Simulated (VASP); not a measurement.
These are r2SCAN meta-GGA, VASP's PBE PAW potentials (set 64) (plane waves; VASP 6.6.1) values and carry that method's errors.

A VASP calculation is set up with these files.

### KPOINTS
```
Automatic
0
G
  7 7 2
0 0 0
```

File POSCAR:
```
MgSe
1
    4.2025487412     0.0000000002     0.0000000000
   -2.1012748701     3.6395141503     0.0000000000
    0.0000000000    -0.0000000000    20.5415330102
Mg Se
6 6
Direct
  0.0000000000   1.0000000000   0.9998305187
  0.0000000000   0.0000000000   0.4998305187
  0.6666670000   0.3333330000   0.8333093698
  0.3333330000   0.6666670000   0.3333093698
  0.6666670000   0.3333330000   0.1665616459
  0.3333330000   0.6666670000   0.6665616459
  0.0000000000   0.0000000000   0.8746161263
  1.0000000000   0.0000000000   0.3746161263
  0.6666670000   0.3333330000   0.7079664494
  0.3333330000   0.6666670000   0.2079664494
  0.6666670000   0.3333330000   0.0414158898
  0.3333330000   0.6666670000   0.5414158898
```

**KPOINTS_OPT**
```
k-points along high-symmetry lines
6
Line-mode
Reciprocal
  0.000000   0.000000   0.000000 ! GAMMA
  0.500000   0.000000   0.000000 ! M

  0.500000   0.000000   0.000000 ! M
  0.333333   0.333333   0.000000 ! K

  0.333333   0.333333   0.000000 ! K
  0.000000   0.000000   0.000000 ! GAMMA

  0.000000   0.000000   0.000000 ! GAMMA
  0.000000   0.000000   0.500000 ! A

  0.000000   0.000000   0.500000 ! A
  0.500000   0.000000   0.500000 ! L

  0.500000   0.000000   0.500000 ! L
  0.333333   0.333333   0.500000 ! H

  0.333333   0.333333   0.500000 ! H
  0.000000   0.000000   0.500000 ! A

  0.500000   0.000000   0.500000 ! L
  0.500000   0.000000   0.000000 ! M

  0.333333   0.333333   0.500000 ! H
  0.333333   0.333333   0.000000 ! K
```

INCAR:
```
SYSTEM = MgSe
PREC = Accurate; ENCUT = 400; LREAL = .False.
LASPH = .True.
EDIFF = 1E-7; NELM = 100; ALGO = Normal
LMAXMIX = 4; LMIXTAU = .True.
ISMEAR = -5
METAGGA = R2SCAN
ISIF = 2
LWAVE = .False.; LCHARG = .False.; LORBIT = 11
NEDOS = 601
LEFG = .True.
```

POTCAR, in this order: Mg Se (PBE.64 set). Program: vasp_std.

Output

OUTCAR:
```
 ion  position               nearest neighbor table
   1  0.000  0.000  1.000-   7 2.57  11 2.57  11 2.57  11 2.57
   2  0.000  0.000  0.500-   8 2.57  12 2.57  12 2.57  12 2.57
   3  0.667  0.333  0.833-   7 2.57   7 2.57   7 2.57   9 2.57
   4  0.333  0.667  0.333-   8 2.57   8 2.57   8 2.57  10 2.57
   5  0.667  0.333  0.167-  11 2.57  10 2.57  10 2.57  10 2.57
   6  0.333  0.667  0.667-  12 2.57   9 2.57   9 2.57   9 2.57
   7  0.000  0.000  0.875-   3 2.57   3 2.57   3 2.57   1 2.57
   8  0.000  0.000  0.375-   4 2.57   4 2.57   4 2.57   2 2.57
   9  0.667  0.333  0.708-   6 2.57   6 2.57   6 2.57   3 2.57
  10  0.333  0.667  0.208-   5 2.57   5 2.57   5 2.57   4 2.57
  11  0.667  0.333  0.041-   5 2.57   1 2.57   1 2.57   1 2.57
  12  0.333  0.667  0.541-   6 2.57   2 2.57   2 2.57   2 2.57
  LATTYP: Found a hexagonal cell.
 ALAT       =     4.2025487412
 C/A-ratio  =     4.8878750195
 Subroutine PRICEL returns:
 Original cell was already a primitive cell.
 Subroutine GETGRP returns: Found 12 space group operations
The static configuration has the point symmetry C_3v.
 The point group associated with its full space group is C_6v.
The dynamic configuration has the point symmetry C_3v.
 Subroutine INISYM returns: Found 12 space group operations
 Subroutine IBZKPT returns following result:
 Found     16 irreducible k-points:
...
```

OSZICAR:
```
...
DAV:  11    -0.131430031337E+03   -0.19773E+00   -0.33601E-02  1020   0.137E+00    0.374E-01
DAV:  12    -0.130375117192E+03    0.10549E+01   -0.45268E-02   992   0.158E+00    0.237E-01
DAV:  13    -0.130012864367E+03    0.36225E+00   -0.81998E-03  1048   0.703E-01    0.201E-01
DAV:  14    -0.129899819293E+03    0.11305E+00   -0.76967E-04  1202   0.179E-01    0.203E-01
DAV:  15    -0.129886354821E+03    0.13464E-01   -0.46862E-05  1181   0.539E-02    0.200E-01
DAV:  16    -0.129856364012E+03    0.29991E-01   -0.10430E-04  1139   0.890E-02    0.196E-01
DAV:  17    -0.127662591924E+03    0.21938E+01   -0.47014E-01   992   0.449E+00    0.183E-01
DAV:  18    -0.127712241416E+03   -0.49649E-01   -0.83380E-03  1188   0.534E-01    0.161E-01
DAV:  19    -0.127762923094E+03   -0.50682E-01   -0.34821E-03  1062   0.428E-01    0.166E-01
DAV:  20    -0.127786341380E+03   -0.23418E-01   -0.59442E-04  1174   0.176E-01    0.166E-01
DAV:  21    -0.127763632026E+03    0.22709E-01   -0.93322E-04  1027   0.240E-01    0.166E-01
DAV:  22    -0.127779031168E+03   -0.15399E-01   -0.25198E-04  1048   0.114E-01    0.169E-01
DAV:  23    -0.127818754329E+03   -0.39723E-01   -0.24791E-03  1006   0.385E-01    0.177E-01
DAV:  24    -0.127803687737E+03    0.15067E-01   -0.21888E-04  1062   0.106E-01    0.183E-01
DAV:  25    -0.127848759139E+03   -0.45071E-01   -0.22212E-03  1006   0.376E-01    0.166E-01
DAV:  26    -0.127848083450E+03    0.67569E-03   -0.99182E-05  1160   0.919E-02    0.165E-01
DAV:  27    -0.127873499964E+03   -0.25417E-01   -0.12521E-03  1006   0.274E-01    0.154E-01
DAV:  28    -0.128046895446E+03   -0.17340E+00   -0.22173E-02   992   0.113E+00    0.142E-01
DAV:  29    -0.128052997804E+03   -0.61024E-02   -0.19140E-04  1217   0.888E-02    0.142E-01
DAV:  30    -0.128194033488E+03   -0.14104E+00   -0.12631E-02   992   0.781E-01    0.139E-01
DAV:  31    -0.128193913741E+03    0.11975E-03   -0.70478E-05  1209   0.421E-02    0.140E-01
DAV:  32    -0.128196239948E+03   -0.23262E-02   -0.59818E-06  1146   0.150E-02    0.140E-01
DAV:  33    -0.128158986208E+03    0.37254E-01   -0.15974E-03   992   0.285E-01    0.136E-01
DAV:  34    -0.128151191660E+03    0.77945E-02   -0.24965E-04  1027   0.105E-01    0.130E-01
DAV:  35    -0.128142864594E+03    0.83271E-02   -0.10049E-04  1027   0.591E-02    0.131E-01
DAV:  36    -0.128178535532E+03   -0.35671E-01   -0.14570E-03   992   0.265E-01    0.128E-01
DAV:  37    -0.128167868409E+03    0.10667E-01   -0.35866E-04   992   0.149E-01    0.128E-01
DAV:  38    -0.128177895789E+03   -0.10027E-01   -0.23503E-04   992   0.107E-01    0.134E-01
DAV:  39    -0.128188975884E+03   -0.11080E-01   -0.22106E-04   992   0.104E-01    0.132E-01
DAV:  40    -0.128192865775E+03   -0.38899E-02   -0.14542E-05  1139   0.229E-02    0.133E-01
DAV:  41    -0.128195461933E+03   -0.25962E-02   -0.99818E-05  1006   0.808E-02    0.128E-01
DAV:  42    -0.128263117448E+03   -0.67656E-01   -0.49674E-03   992   0.499E-01    0.123E-01
DAV:  43    -0.128302636428E+03   -0.39519E-01   -0.14914E-03   992   0.310E-01    0.135E-01
DAV:  44    -0.128314961523E+03   -0.12325E-01   -0.16846E-04  1111   0.103E-01    0.138E-01
DAV:  45    -0.128326690840E+03   -0.11729E-01   -0.31853E-04   992   0.142E-01    0.127E-01
DAV:  46    -0.128330198017E+03   -0.35072E-02   -0.29387E-05  1146   0.414E-02    0.130E-01
DAV:  47    -0.128329294169E+03    0.90385E-03   -0.73643E-06  1048   0.225E-02    0.130E-01
DAV:  48    -0.128345819834E+03   -0.16526E-01   -0.44135E-04   992   0.168E-01    0.113E-01
DAV:  49    -0.128317803382E+03    0.28016E-01   -0.11482E-03   992   0.274E-01    0.827E-02
DAV:  50    -0.128322510337E+03   -0.47070E-02   -0.51633E-05   992   0.462E-02    0.774E-02
DAV:  51    -0.128270567949E+03    0.51942E-01   -0.48595E-03   992   0.572E-01    0.127E-01
DAV:  52    -0.128268595831E+03    0.19721E-02   -0.29364E-05  1195   0.284E-02    0.130E-01
DAV:  53    -0.128269952205E+03   -0.13564E-02   -0.37033E-06  1153   0.163E-02    0.130E-01
DAV:  54    -0.128300792477E+03   -0.30840E-01   -0.11158E-03   992   0.267E-01    0.109E-01
DAV:  55    -0.128303406686E+03   -0.26142E-02   -0.48958E-04   992   0.140E-01    0.783E-02
DAV:  56    -0.128021995500E+03    0.28141E+00   -0.45089E-02   992   0.154E+00    0.161E-01
DAV:  57    -0.128244110113E+03   -0.22211E+00   -0.28775E-02   992   0.125E+00    0.121E-01
DAV:  58    -0.128383686137E+03   -0.13958E+00   -0.27992E-02   992   0.135E+00    0.130E-01
DAV:  59    -0.128391159033E+03   -0.74729E-02   -0.64126E-04  1146   0.179E-01    0.169E-01
DAV:  60    -0.128395087866E+03   -0.39288E-02   -0.16403E-04  1048   0.102E-01    0.178E-01
DAV:  61    -0.128396013594E+03   -0.92573E-03   -0.39712E-04  1188   0.849E-02    0.251E-01
DAV:  62    -0.128397754476E+03   -0.17409E-02   -0.57027E-05  1020   0.571E-02    0.263E-01
DAV:  63    -0.128395921120E+03    0.18334E-02   -0.14218E-04  1006   0.103E-01    0.271E-01
DAV:  64    -0.128395649664E+03    0.27146E-03   -0.66032E-06  1076   0.194E-02    0.264E-01
DAV:  65    -0.128395456125E+03    0.19354E-03   -0.20264E-06  1083   0.112E-02    0.257E-01
DAV:  66    -0.128383410863E+03    0.12045E-01   -0.12995E-03   992   0.287E-01    0.242E-01
DAV:  67    -0.128385136097E+03   -0.17252E-02   -0.40062E-05  1209   0.410E-02    0.250E-01
DAV:  68    -0.128383902288E+03    0.12338E-02   -0.92609E-06  1062   0.249E-02    0.247E-01
DAV:  69    -0.128381549678E+03    0.23526E-02   -0.81630E-05   992   0.683E-02    0.235E-01
DAV:  70    -0.128384848441E+03   -0.32988E-02   -0.16502E-04   992   0.103E-01    0.208E-01
DAV:  71    -0.128382808507E+03    0.20399E-02   -0.10376E-03   992   0.202E-01    0.124E-01
DAV:  72    -0.128389313325E+03   -0.65048E-02   -0.47753E-04   992   0.201E-01    0.111E-01
DAV:  73    -0.128389242721E+03    0.70603E-04   -0.50498E-06  1216   0.143E-02    0.109E-01
DAV:  74    -0.128394888037E+03   -0.56453E-02   -0.44103E-04   992   0.177E-01    0.103E-01
DAV:  75    -0.128396544248E+03   -0.16562E-02   -0.63086E-05  1034   0.574E-02    0.966E-02
DAV:  76    -0.128397977226E+03   -0.14330E-02   -0.11432E-04   992   0.788E-02    0.628E-02
DAV:  77    -0.128398245930E+03   -0.26870E-03   -0.13534E-05  1224   0.213E-02    0.541E-02
DAV:  78    -0.128399217795E+03   -0.97187E-03   -0.40774E-05   992   0.539E-02    0.514E-02
DAV:  79    -0.128400727862E+03   -0.15101E-02   -0.25593E-04   992   0.133E-01    0.450E-02
DAV:  80    -0.128400665866E+03    0.61996E-04   -0.78312E-06  1202   0.211E-02    0.373E-02
DAV:  81    -0.128401052850E+03   -0.38698E-03   -0.74646E-05   992   0.705E-02    0.234E-02
DAV:  82    -0.128401154642E+03   -0.10179E-03   -0.13945E-05  1257   0.230E-02    0.774E-03
DAV:  83    -0.128401237671E+03   -0.83029E-04   -0.29979E-05   992   0.421E-02    0.734E-03
DAV:  84    -0.128401199267E+03    0.38404E-04   -0.64465E-06   992   0.204E-02    0.822E-03
DAV:  85    -0.128401188580E+03    0.10687E-04   -0.35291E-07  1112   0.434E-03    0.692E-03
DAV:  86    -0.128401225294E+03   -0.36714E-04   -0.69738E-07  1034   0.773E-03    0.541E-03
DAV:  87    -0.128401242800E+03   -0.17506E-04   -0.22907E-06   992   0.125E-02    0.494E-03
DAV:  88    -0.128401266688E+03   -0.23888E-04   -0.28810E-06   992   0.140E-02    0.463E-03
DAV:  89    -0.128401268453E+03   -0.17654E-05   -0.62919E-07  1132   0.603E-03    0.263E-03
DAV:  90    -0.128401271100E+03   -0.26463E-05   -0.12991E-06   992   0.908E-03    0.160E-03
DAV:  91    -0.128401274594E+03   -0.34939E-05   -0.98511E-08   804   0.225E-03    0.887E-04
DAV:  92    -0.128401275962E+03   -0.13684E-05   -0.22052E-07   638   0.379E-03    0.801E-04
DAV:  93    -0.128401276572E+03   -0.61042E-06   -0.43342E-08   559   0.182E-03    0.586E-04
DAV:  94    -0.128401276072E+03    0.50008E-06   -0.41480E-08   636   0.169E-03    0.494E-04
DAV:  95    -0.128401276001E+03    0.71729E-07   -0.38434E-09   496   0.421E-04
   1 F= -.12840128E+03 E0= -.12840128E+03  d E =0.000000E+00
       N       E                     dE             ncg
       N       E                     dE             ncg
       N       E                     dE             ncg
       N       E                     dE             ncg
```

**OUTCAR**
```
------------------------ aborting loop because EDIFF is reached ----------------------------------------
  FORCE on cell =-STRESS in cart. coord.  units (eV):
  Direction    XX          YY          ZZ          XY          YZ          ZX
  --------------------------------------------------------------------------------------
  Total       -0.0165168     -0.0165168     -0.0673552      0.0000000      0.0000000      0.0000000
  in kB       -0.0842263     -0.0842264     -0.3434729      0.0000000      0.0000000      0.0000000
  external PRESSURE =      -0.1706419 kB  Pullay stress =       0.0000000 kB
  volume of cell :      314.19
      direct lattice vectors                 reciprocal lattice vectors
     4.202548741  0.000000000  0.000000000     0.237950839  0.137381007  0.000000000
    -2.101274870  3.639514150  0.000000000    -0.000000000  0.274761949  0.000000000
     0.000000000  0.000000000 20.541533010     0.000000000  0.000000000  0.048681858
 POSITION                                       TOTAL-FORCE (eV/Angst)
 -----------------------------------------------------------------------------------
      0.00000      0.00000     20.53805         0.000000     -0.000000     -0.013416
      0.00000      0.00000     10.26729         0.000000      0.000000     -0.013416
      2.10128      1.21317     17.11745         0.000000      0.000000      0.016027
     -0.00000      2.42634      6.84669         0.000000     -0.000000      0.016027
      2.10128      1.21317      3.42143         0.000000      0.000000      0.013487
     -0.00000      2.42634     13.69220         0.000000     -0.000000      0.013487
      0.00000      0.00000     17.96596        -0.000000      0.000000     -0.012732
      0.00000      0.00000      7.69519         0.000000     -0.000000     -0.012732
      2.10128      1.21317     14.54272        -0.000000      0.000000      0.008259
     -0.00000      2.42634      4.27195         0.000000     -0.000000      0.008259
      2.10128      1.21317      0.85075        -0.000000      0.000000     -0.011625
     -0.00000      2.42634     11.12151         0.000000      0.000000     -0.011625
 -----------------------------------------------------------------------------------
    total drift:                                0.000001      0.000001      0.001064
  FREE ENERGIE OF THE ION-ELECTRON SYSTEM (eV)
  ---------------------------------------------------
  free  energy   TOTEN  =      -128.4012760005 eV

  energy  without entropy=     -128.4012760005  energy(sigma->0) =     -128.40127600

 total charge

# of ion       s       p       d       tot
------------------------------------------
    1        0.154   0.134   0.031   0.319
    2        0.154   0.134   0.031   0.319
    3        0.154   0.134   0.031   0.318
    4        0.154   0.134   0.031   0.318
    5        0.155   0.134   0.031   0.319
    6        0.155   0.134   0.031   0.319
    7        1.421   2.570   0.008   3.999
    8        1.421   2.570   0.008   3.999
    9        1.421   2.568   0.008   3.997
   10        1.421   2.568   0.008   3.997
   11        1.421   2.568   0.008   3.998
   12        1.421   2.568   0.008   3.998
--------------------------------------------------
tot          9.453  16.215   0.233  25.901
```
(Selected blocks of OUTCAR.)

The structure was generated: MgSe was put into the 6H type (P6_3mc), which need not be its known phase. It was relaxed first.
